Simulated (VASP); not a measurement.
# GeSb4Te7: cell size and functional

Which functional gives which lattice for GeSb4Te7? The starting structure is a computed structure from the Materials Project. The first relaxation on each setting starts from this cell expanded by 3 % in volume.

Method: Kohn-Sham DFT with plane waves and PAW; PBEsol, LDA, PBE, PBEsol + D3(BJ), r2SCAN, r2SCAN + rVV10, rev-vdW-DF2 and AM05, in VASP 6.6.1.

**1. Starting point**

Symmetry: P-3m1, No. 164, trigonal system. Conventional cell: a = 4.289 Å, b = 4.289 Å, c = 24.638 Å, α = 90.00°, β = 90.00°, γ = 120.00°. Nearest to Te lie 3 Sb at 3.00 Å. Nearest to Te lie 6 Sb at 3.18 Å. Nearest to Te lie 3 Ge at 3.00 Å and 3 Sb at 3.19 Å. Nearest to Te lie 3 Sb at 3.01 Å. Nearest to Sb lie 6 Te at 3.00 to 3.19 Å. Sb has 6 Te at 3.01 to 3.18 Å nearest. Farther neighbours and most contacts between anions are not listed.

**2. Relaxation with PBEsol**

PBEsol restores the gradient expansion of exchange and is tuned for the cells of solids. This run starts from the cell of an earlier relaxation, which isn't shown; the restart sets up the plane waves anew.

INCAR

```
SYSTEM = GeSb4Te7
PREC = Accurate
ENCUT = 450
EDIFF = 1E-06
NELM = 100
ISMEAR = 0
SIGMA = 0.03
LREAL = .FALSE.
ALGO = Normal
GGA = PS
NBANDS = 50
LORBIT = 11
LWAVE = .FALSE.
LCHARG = .FALSE.
KPAR = 4
NCORE = 4
IBRION = 2
NSW = 50
ISIF = 3
EDIFFG = -0.006
```

POSCAR

```
GeSb4Te7
1.0
    4.2582495498      0.0000000000      0.0000000000
   -2.1291247749      3.6877522857      0.0000000000
    0.0000000000      0.0000000000     23.2814177433
Te Sb Ge
7 4 1
Direct
    0.0000000000      0.0000000000      0.2703543793
    0.0000000000      0.0000000000      0.0000000000
    0.3333333333      0.6666666667      0.5711351486
    0.6666666667      0.3333333333      0.4288648514
    0.0000000000      0.0000000000      0.7296456207
    0.6666666667      0.3333333333      0.1578873635
    0.3333333333      0.6666666667      0.8421126365
    0.6666666667      0.3333333333      0.6560032999
    0.3333333333      0.6666666667      0.0840155310
    0.3333333333      0.6666666667      0.3439967001
    0.6666666667      0.3333333333      0.9159844690
    0.0000000000      0.0000000000      0.5000000000
```

KPOINTS

```
Automatic mesh
0
Gamma
6 6 1
0 0 0
```

The projector-augmented-wave data sets are Te, Sb and Ge_d (PBE family, release 64).

The run is started by

```console
$ mpirun -np 16 vasp_std
```

Output:

```text
[banner, memory and clock lines left out]
running   16 mpi-ranks, on    1 nodes
 distrk:  each k-point on    4 cores,    4 groups
 distr:  one band on    4 cores,    1 groups

 POSCAR found type information on POSCAR TeSbGe
 POSCAR found :  3 types and      12 ions
|                                                                             |
|               ----> ADVICE to this user running VASP <----                  |
|                                                                             |
|     You enforced a specific xc type in the INCAR file but a different       |
|     [... a line on the potential file left out ...]
|     I HOPE YOU KNOW WHAT YOU ARE DOING!                                     |
|                                                                             |

 LDA part: xc-table for (Slater+PW92), standard interpolation
 POSCAR, INCAR and KPOINTS ok, starting setup
 FFT: planning ... GRIDC
 FFT: planning ... GRID_SOFT
 FFT: planning ... GRID
 WAVECAR not read
 entering main loop
       N       E                     dE             d eps       ncg     rms          rms(c)
DAV:   1     0.525416102329E+03    0.52542E+03   -0.25156E+04   752   0.140E+03
DAV:   2     0.301419391594E+02   -0.49527E+03   -0.47342E+03   772   0.300E+02
DAV:   3    -0.450400493175E+02   -0.75182E+02   -0.71254E+02   856   0.114E+02
DAV:   4    -0.494538644811E+02   -0.44138E+01   -0.43317E+01   846   0.308E+01
DAV:   5    -0.496204172985E+02   -0.16655E+00   -0.16561E+00  1024   0.609E+00    0.150E+01
DAV:   6    -0.493524322097E+02    0.26799E+00   -0.52552E-01   952   0.343E+00    0.974E+00
DAV:   7    -0.498038350870E+02   -0.45140E+00   -0.19843E+00   960   0.751E+00    0.335E+00
DAV:   8    -0.493398325044E+02    0.46400E+00   -0.22671E+00   992   0.650E+00    0.119E+00
DAV:   9    -0.493296055413E+02    0.10227E-01   -0.20442E-01   824   0.175E+00    0.924E-01
DAV:  10    -0.493327720915E+02   -0.31666E-02   -0.38579E-02   856   0.617E-01    0.685E-01
DAV:  11    -0.493312396303E+02    0.15325E-02   -0.25094E-03   866   0.244E-01    0.521E-01
DAV:  12    -0.493309791065E+02    0.26052E-03   -0.37915E-03   840   0.206E-01    0.309E-01
DAV:  13    -0.493309792582E+02   -0.15163E-06   -0.63337E-04   826   0.867E-02    0.299E-01
DAV:  14    -0.493309698919E+02    0.93663E-05   -0.38489E-05   896   0.264E-02    0.286E-01
DAV:  15    -0.493309724545E+02   -0.25626E-05   -0.35773E-06   724   0.768E-03    0.290E-01
DAV:  16    -0.493309429971E+02    0.29457E-04   -0.12037E-05   798   0.112E-02    0.261E-01
DAV:  17    -0.493308866402E+02    0.56357E-04   -0.49110E-05   820   0.252E-02    0.217E-01
DAV:  18    -0.493308783676E+02    0.82726E-05   -0.11978E-05   822   0.986E-03    0.195E-01
DAV:  19    -0.493308763081E+02    0.20595E-05   -0.51223E-07   428   0.303E-03    0.191E-01
DAV:  20    -0.493308734368E+02    0.28713E-05   -0.35760E-07   404   0.235E-03    0.186E-01
DAV:  21    -0.493308682831E+02    0.51537E-05   -0.51533E-07   404   0.277E-03    0.177E-01
DAV:  22    -0.493308325071E+02    0.35776E-04   -0.32417E-05   810   0.179E-02    0.976E-02
DAV:  23    -0.493308326012E+02   -0.94061E-07   -0.32507E-06   716   0.569E-03
   1 F= -.49330833E+02 E0= -.49330833E+02  d E =-.493308E+02
 curvature:   0.00 expect dE= 0.000E+00 dE for cont linesearch  0.000E+00
 trial: gam= 0.00000 g(F)=  0.695E-05 g(S)=  0.843E-04 ort = 0.000E+00 (trialstep = 0.100E+01)
 search vector abs. value=  0.912E-04
 bond charge predicted
       N       E                     dE             d eps       ncg     rms          rms(c)
DAV:   1    -0.493310585602E+02   -0.22605E-03   -0.50405E-03   924   0.401E-01    0.146E-01
DAV:   2    -0.493308634951E+02    0.19507E-03   -0.34298E-04   904   0.120E-01    0.668E-02
DAV:   3    -0.493308067702E+02    0.56725E-04   -0.68123E-05   958   0.441E-02    0.287E-02
DAV:   4    -0.493307915593E+02    0.15211E-04   -0.23448E-05   944   0.222E-02    0.128E-02
DAV:   5    -0.493307915684E+02   -0.90804E-08   -0.68865E-06   792   0.151E-02
   2 F= -.49330792E+02 E0= -.49330792E+02  d E =0.410328E-04
 trial-energy change:    0.000041  1 .order    0.000020   -0.000091    0.000132
 step:   0.2935(harm=  0.4087)  dis= 0.00008  next Energy=   -49.330845 (dE=-0.129E-04)
 bond charge predicted
       N       E                     dE             d eps       ncg     rms          rms(c)
DAV:   1    -0.493309466908E+02   -0.15513E-03   -0.25632E-03   924   0.284E-01    0.761E-02
DAV:   2    -0.493308610212E+02    0.85670E-04   -0.16830E-04   932   0.831E-02    0.407E-02
DAV:   3    -0.493308383476E+02    0.22674E-04   -0.21870E-05   904   0.239E-02    0.201E-02
DAV:   4    -0.493308256529E+02    0.12695E-04   -0.12653E-05   936   0.183E-02    0.744E-03
DAV:   5    -0.493308248083E+02    0.84459E-06   -0.42656E-06   648   0.110E-02
   3 F= -.49330825E+02 E0= -.49330825E+02  d E =0.779282E-05
 curvature:  -0.20 expect dE=-0.212E-05 dE for cont linesearch -0.624E-07
 trial: gam= 0.05936 g(F)=  0.405E-05 g(S)=  0.674E-05 ort = 0.538E-05 (trialstep = 0.859E+00)
 search vector abs. value=  0.118E-04
 reached required accuracy - stopping structural energy minimisation
```

Elapsed: 28 s, on 16 MPI ranks of Intel Xeon 6975P-C (Granite Rapids), shared host; peak memory 4.6 GiB.

Lines that name or quote the potential files are left out of all logs, and their timing lines are given in words.

Parts of OUTCAR (step 2):

```text
ion  position               nearest neighbor table
   1  0.000  0.000  0.270-  10 3.00  10 3.00  10 3.00   6 3.59   6 3.59   6 3.59
   2  0.000  0.000  0.000-   9 3.14  11 3.14   9 3.14  11 3.14  11 3.14   9 3.14
   3  0.333  0.667  0.571-  12 2.96  12 2.96  12 2.96   8 3.15   8 3.15   8 3.15
   4  0.667  0.333  0.429-  12 2.96  12 2.96  12 2.96  10 3.15  10 3.15  10 3.15
   5  0.000  0.000  0.730-   8 3.00   8 3.00   8 3.00   7 3.59   7 3.59   7 3.59
   6  0.667  0.333  0.158-   9 3.00   9 3.00   9 3.00   1 3.59   1 3.59   1 3.59
   7  0.333  0.667  0.842-  11 3.00  11 3.00  11 3.00   5 3.59   5 3.59   5 3.59
   8  0.667  0.333  0.656-   5 3.00   5 3.00   5 3.00   3 3.15   3 3.15   3 3.15
   9  0.333  0.667  0.084-   6 3.00   6 3.00   6 3.00   2 3.14   2 3.14   2 3.14
  10  0.333  0.667  0.344-   1 3.00   1 3.00   1 3.00   4 3.15   4 3.15   4 3.15
  11  0.667  0.333  0.916-   7 3.00   7 3.00   7 3.00   2 3.14   2 3.14   2 3.14
  12  0.000  0.000  0.500-   3 2.96   4 2.96   3 2.96   4 2.96   4 2.96   3 2.96

  LATTYP: Found a hexagonal cell.
 ALAT       =     4.2582495498
 C/A-ratio  =     5.4673680983

 Subroutine GETGRP returns: Found 12 space group operations
 (whereof 12 operations were pure point group operations)

The static configuration has the point symmetry D_3d.

 Found      7 irreducible k-points:

   k-points           NKPTS =      7   k-points in BZ     NKDIM =      7   number of bands    NBANDS=     50

   dimension x,y,z NGX =    30 NGY =   30 NGZ =  162
   dimension x,y,z NGXF=    60 NGYF=   60 NGZF=  324

   ENCUT  =  450.0 eV  33.07 Ry    5.75 a.u.   7.37  7.37 40.27*2*pi/ulx,y,z

   NELECT =      76.0000    total number of electrons

 k-points in reciprocal lattice and weights: Automatic mesh
   0.00000000  0.00000000  0.00000000       0.028
   0.16666667  0.00000000  0.00000000       0.167
   0.33333333  0.00000000  0.00000000       0.167
   0.50000000 -0.00000000  0.00000000       0.083
   0.16666667  0.16666667  0.00000000       0.167
   0.33333333  0.16666667  0.00000000       0.333
   0.33333333  0.33333333  0.00000000       0.056

 average (electrostatic) potential at core
       1 -87.8652       2 -87.6823       3 -87.6880       4 -87.6880       5 -87.8652
       6 -87.8373       7 -87.8373       8 -86.5119       9 -86.4968      10 -86.5119
      11 -86.4968      12 -72.5726

 E-fermi :   6.8112

 k-point     1 :       0.0000    0.0000    0.0000
  band No.  band energies     occupation
    ...
     34       5.4052      2.00000
     35       5.4375      2.00000
     36       5.4971      2.00000
     37       6.3856      2.00000
     38       6.6271      2.00000
     39       7.0570      0.00000
     40       7.0570      0.00000
     41       7.1107      0.00000
     42       7.1107      0.00000
     43       7.2066      0.00000
    ...

 k-point     2 :       0.1667    0.0000    0.0000
  band No.  band energies     occupation
    ...
     34       5.5044      2.00000
     35       5.6330      2.00000
     36       5.8071      2.00000
     37       6.2003      2.00000
     38       6.5679      2.00000
     39       7.2201      0.00000
     40       7.3466      0.00000
     41       7.5284      0.00000
     42       7.6476      0.00000
     43       7.7545      0.00000
    ...

 k-point     3 :       0.3333    0.0000    0.0000
  band No.  band energies     occupation
    ...
     34       5.1667      2.00000
     35       5.4193      2.00000
     36       5.4703      2.00000
     37       5.6773      2.00000
     38       6.2435      2.00000
     39       7.3427      0.00000
     40       7.4617      0.00000
     41       7.5984      0.00000
     42       7.7699      0.00000
     43       7.9639      0.00000
    ...

  Total        0.0224054      0.0224054     -0.0259296      0.0000000      0.0000000      0.0000000
  in kB        0.0982161      0.0982161     -0.1136649      0.0000000      0.0000000      0.0000000
  external PRESSURE =       0.0275891 kB  Pullay stress =       0.0000000 kB

  energy-cutoff  :      450.00
  volume of cell :      365.49
      direct lattice vectors                 reciprocal lattice vectors
     4.257943048  0.000000000  0.000000000     0.234855184  0.135593704  0.000000000
    -2.128971524  3.687486847 -0.000000000     0.000000000  0.271187408  0.000000000
     0.000000000  0.000000000 23.278223128    -0.000000000  0.000000000  0.042958605

 POSITION                                       TOTAL-FORCE (eV/Angst)
 -----------------------------------------------------------------------------------
      0.00000      0.00000      6.29345         0.000000     -0.000000      0.003008
      0.00000      0.00000     23.27822        -0.000000      0.000000     -0.000000
     -0.00000      2.45832     13.29494        -0.000000     -0.000000     -0.004209
      2.12897      1.22916      9.98328         0.000000      0.000000      0.004209
      0.00000      0.00000     16.98477         0.000000      0.000000     -0.003008
      2.12897      1.22916      3.67535         0.000000     -0.000000      0.003396
     -0.00000      2.45832     19.60287        -0.000000      0.000000     -0.003396
      2.12897      1.22916     15.27060        -0.000000     -0.000000     -0.001555
     -0.00000      2.45832      1.95578        -0.000000      0.000000      0.001134
     -0.00000      2.45832      8.00762         0.000000      0.000000      0.001555
      2.12897      1.22916     21.32244        -0.000000     -0.000000     -0.001134
      0.00000      0.00000     11.63911        -0.000000      0.000000     -0.000000
 -----------------------------------------------------------------------------------
    total drift:                               -0.000000     -0.000000      0.000000

  FREE ENERGIE OF THE ION-ELECTRON SYSTEM (eV)
  ---------------------------------------------------
  free  energy   TOTEN  =       -49.3308248083 eV

  energy  without entropy=      -49.3308248083  energy(sigma->0) =      -49.33082481

 reached required accuracy - stopping structural energy minimisation

 total charge
# of ion       s       p       d       tot
------------------------------------------
    1        1.414   1.880   0.032   3.326
    2        1.397   1.931   0.035   3.363
    3        1.392   1.930   0.037   3.358
    4        1.392   1.930   0.037   3.358
    5        1.414   1.880   0.032   3.326
    6        1.414   1.882   0.032   3.327
    7        1.414   1.882   0.032   3.327
    8        1.289   0.980   0.050   2.319
    9        1.290   0.981   0.051   2.321
   10        1.289   0.980   0.050   2.319
   11        1.290   0.981   0.051   2.321
   12        1.322   0.783  10.017  12.123
--------------------------------------------------
tot         16.316  18.021  10.454  44.791

[... 3 further parts left out ...]
```

CONTCAR:

```
GeSb4Te7
   1.00000000000000
     4.2579430476905360    0.0000000000000000    0.0000000000000000
    -2.1289715238452680    3.6874868470869080   -0.0000000000000000
     0.0000000000000000    0.0000000000000000   23.2782231282598779
  Te              Sb              Ge
     7     4     1
Direct
     0.0000000000000000    0.0000000000000000    0.2703578751200203
     0.0000000000000000    0.0000000000000000    1.0000000000000000
     0.3333333332999970    0.6666666667000030    0.5711321719059566
     0.6666666667000030    0.3333333332999970    0.4288678280940435
     0.0000000000000000    0.0000000000000000    0.7296421248799797
     0.6666666667000030    0.3333333332999970    0.1578878703146396
     0.3333333332999970    0.6666666667000030    0.8421121296853604
     0.6666666667000030    0.3333333332999970    0.6560036804131565
     0.3333333332999970    0.6666666667000030    0.0840177875058903
     0.3333333332999970    0.6666666667000030    0.3439963195868435
     0.6666666667000030    0.3333333332999970    0.9159822124941097
     0.0000000000000000    0.0000000000000000    0.5000000000000000
```

The PAW data sets were made with PBE, which is usual practice but a small mismatch for other functionals. The run keeps the 12 symmetry operations of its start, so it cannot find a distortion of lower symmetry.

With PBEsol the relaxed cell holds 30.458 Å³ an atom, -6.89 % against the starting cell, with a = 4.258 Å and c = 23.278 Å.

**3. Relaxation with LDA**

LDA, the lowest rung, knows the local density alone. This run starts from the cell of an earlier relaxation, which isn't shown; the restart sets up the plane waves anew.

Changes to INCAR since step 2:

```diff
@@ -9,3 +9,3 @@
 ALGO = Normal
-GGA = PS
+GGA = CA
 NBANDS = 50
```

POSCAR

```
GeSb4Te7
1.0
    4.2346453388      0.0000000000      0.0000000000
   -2.1173226694      3.6673104394      0.0000000000
    0.0000000000      0.0000000000     23.0191414509
Te Sb Ge
7 4 1
Direct
    0.0000000000      0.0000000000      0.2693022933
    0.0000000000      0.0000000000      0.0000000000
    0.3333333333      0.6666666667      0.5712144300
    0.6666666667      0.3333333333      0.4287855700
    0.0000000000      0.0000000000      0.7306977067
    0.6666666667      0.3333333333      0.1589581144
    0.3333333333      0.6666666667      0.8410418856
    0.6666666667      0.3333333333      0.6564814140
    0.3333333333      0.6666666667      0.0845002231
    0.3333333333      0.6666666667      0.3435185860
    0.6666666667      0.3333333333      0.9154997769
    0.0000000000      0.0000000000      0.5000000000
```

KPOINTS is that of step 2.

PAW data sets: Te, Sb and Ge_d (LDA family, release 64).

The run is started by

```console
$ mpirun -np 16 vasp_std
```

Output:

```text
[banner, memory and clock lines left out]
running   16 mpi-ranks, on    1 nodes
[...]
LDA part: xc-table for (Slater(with rela. corr.)+CA(PZ))
 , standard interpolation
 POSCAR, INCAR and KPOINTS ok, starting setup
[...]
entering main loop
       N       E                     dE             d eps       ncg     rms          rms(c)
DAV:   1     0.542276185662E+03    0.54228E+03   -0.25254E+04   756   0.140E+03
DAV:   2     0.298165244086E+02   -0.51246E+03   -0.49002E+03   788   0.309E+02
DAV:   3    -0.476696921167E+02   -0.77486E+02   -0.73972E+02   832   0.114E+02
DAV:   4    -0.526113578537E+02   -0.49417E+01   -0.48163E+01   840   0.322E+01
[...]
DAV:  25    -0.524965088964E+02    0.24524E-04   -0.26357E-05   834   0.167E-02    0.694E-02
DAV:  26    -0.524965022770E+02    0.66194E-05   -0.19059E-05   912   0.138E-02    0.149E-02
DAV:  27    -0.524965023964E+02   -0.11941E-06   -0.15567E-06   434   0.440E-03
   1 F= -.52496502E+02 E0= -.52496502E+02  d E =-.524965E+02
[...]
reached required accuracy - stopping structural energy minimisation
```

Elapsed: 21 s, on 16 MPI ranks; peak memory 4 GiB; 3.5 min of CPU time.

Parts of OUTCAR (step 3):

```text
  Total        0.0333935      0.0333935     -0.0631808     -0.0000000      0.0000000      0.0000000
  in kB        0.1496644      0.1496644     -0.2831663     -0.0000000      0.0000000      0.0000000
  external PRESSURE =       0.0053875 kB  Pullay stress =       0.0000000 kB

 POSITION                                       TOTAL-FORCE (eV/Angst)
 -----------------------------------------------------------------------------------
      0.00000      0.00000      6.19911         0.000000      0.000000     -0.000916
      0.00000      0.00000      0.00000         0.000000      0.000000      0.000000
     -0.00000      2.44487     13.14887         0.000000     -0.000000      0.001288
      2.11732      1.22244      9.87028         0.000000     -0.000000     -0.001288
      0.00000      0.00000     16.82003        -0.000000      0.000000      0.000916
      2.11732      1.22244      3.65908         0.000000     -0.000000      0.004578
     -0.00000      2.44487     19.36006        -0.000000      0.000000     -0.004578
      2.11732      1.22244     15.11164        -0.000000      0.000000     -0.005786
     -0.00000      2.44487      1.94512         0.000000     -0.000000     -0.000118
     -0.00000      2.44487      7.90750        -0.000000      0.000000      0.005786
      2.11732      1.22244     21.07402        -0.000000      0.000000      0.000118
      0.00000      0.00000     11.50957         0.000000      0.000000      0.000000
 -----------------------------------------------------------------------------------
    total drift:                                0.000000     -0.000000      0.000000

  FREE ENERGIE OF THE ION-ELECTRON SYSTEM (eV)
  ---------------------------------------------------
  free  energy   TOTEN  =       -52.4965023964 eV

  energy  without entropy=      -52.4965023964  energy(sigma->0) =      -52.49650240

[... 2 parts as in an earlier step ...]

[... 2 further parts left out ...]
[key lines of the parts left out:]
E-fermi :   7.0960
```

With LDA the relaxed cell holds 29.790 Å³ an atom, -8.94 % against the starting cell, with a = 4.235 Å and c = 23.019 Å. That is -2.19 % from PBEsol.

[end of part 1 of 3]

[Lines on the potential files, build, host, timing and source positions are cut from VASP's logs without a mark.]

[Logs are printed without paths, hosts, clocks, repeated set-up lines and the standing remarks that a program may print on its own settings, such as how far it seeks lower states.]

[Hosts, paths, dates, database ids (printed as entryN), source tags and the programs' standing remarks are cut or masked in the printed files.]
